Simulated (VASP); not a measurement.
## HfZrSe3: density of states with PBE

The system is HfZrSe3.

```xyz
5
Lattice="1.9433 1.1220 9.8874 -1.9433 1.1220 9.8874 0.0000 -2.2439 9.8874" Properties=species:S:1:pos:R:3 pbc="T T T"
Zr    0.0000    0.0000   14.9186
Hf    0.0000    0.0000   18.1199
Se    0.0000    0.0000   29.4655
Se    0.0000    0.0000    6.6574
Se    0.0000    0.0000   23.3016
```

The cell was built by a generator and needn't be a form met in nature.

```
Program                 : VASP 6.6.1
Task                    : density of states
Functional              : PBE
Potentials or basis     : VASP PAW PBE potentials, release 64 (Zr_sv, Hf_pv, Se)
Cutoff                  : 520 eV
k mesh                  : 10 × 10 × 10
Occupations             : gaussian, width 0.1 eV
Spin                    : no spin polarisation
k mesh for the DOS      : 15 × 15 × 15
Occupations for the DOS : tetrahedron
Further INCAR settings  : ALGO = Fast; EDIFF = 1e-06
```

```json
{"Valence electrons inside the program's atomic spheres": "Zr 9.73; Hf 8.22; Se 3.89, 3.97, 3.88"}
```

Levels at points of the mesh, in eV from the Fermi level:
```csv
k point,band 17,band 18,band 19,band 20,band 21,band 22,band 23,band 24
"(0.00, 0.00, 0.00)",-1.81,-1.66,-1.66,-0.69,-0.23,-0.23,0.85,0.85
```

States per cell in windows of 1 eV (zero at the Fermi level; states under -8 eV left out):
```csv
from (eV),total,Zr1_d,Hf2_d,Se4_p,Se5_p,Se3_p,Hf2_p
-8.0,0.00,0.00,0.00,0.00,0.00,0.00,0.00
-7.0,2.05,0.07,0.07,0.58,0.02,0.07,0.03
-6.0,2.56,0.10,0.15,0.80,0.06,0.08,0.08
-5.0,3.46,0.20,0.31,0.70,0.17,0.47,0.09
-4.0,5.65,0.36,0.33,0.19,0.94,1.04,0.14
-3.0,4.37,0.36,0.23,0.18,1.05,0.64,0.08
-2.0,0.49,0.04,0.03,0.05,0.09,0.06,0.01
-1.0,1.85,0.46,0.40,0.04,0.09,0.06,0.01
0.0,3.85,1.14,0.95,0.08,0.13,0.12,0.03
1.0,4.12,1.38,1.26,0.08,0.08,0.07,0.03
2.0,0.01,0.00,0.01,0.00,0.00,0.00,0.00
3.0,0.00,0.00,0.00,0.00,0.00,0.00,0.00
```

Wall time 37 min on 4 MPI ranks on Intel(R) Xeon(R) 6975P-C (Granite Rapids), with other jobs on the host, peak memory 1.9 GiB a rank.

 Spin-orbit coupling is left out, which matters for the levels of Hf.
